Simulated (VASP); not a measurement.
Here is the system:

```xyz
3
Lattice="0.0000 3.1702 3.1702 3.1702 0.0000 3.1702 3.1702 3.1702 0.0000" Properties=species:S:1:pos:R:3 pbc="T T T"
Ba     0.0000     0.0000     0.0000
F      1.5851     1.5851     1.5851
F      4.7552     4.7552     4.7552
```

These are PW91 GGA, VASP's PBE PAW potentials (set 64) (plane waves; VASP 6.6.1) values and carry that method's errors. Run with 520 eV cut-off, 6×6×6 Γ-centred mesh, Gaussian smearing of 0.050 eV, potentials Ba_sv F.

Problem. Give the stress tensor in GPa (positive for a compressed cell).

Solution. 
```
-1.63   0.00   0.00
 0.00  -1.63   0.00
 0.00   0.00  -1.63
```
The pressure is its mean diagonal, -1.63 GPa.

The compound is BaF2 in the fluorite structure. This cell is one point of a volume scan, at 1.03 of the reference volume.
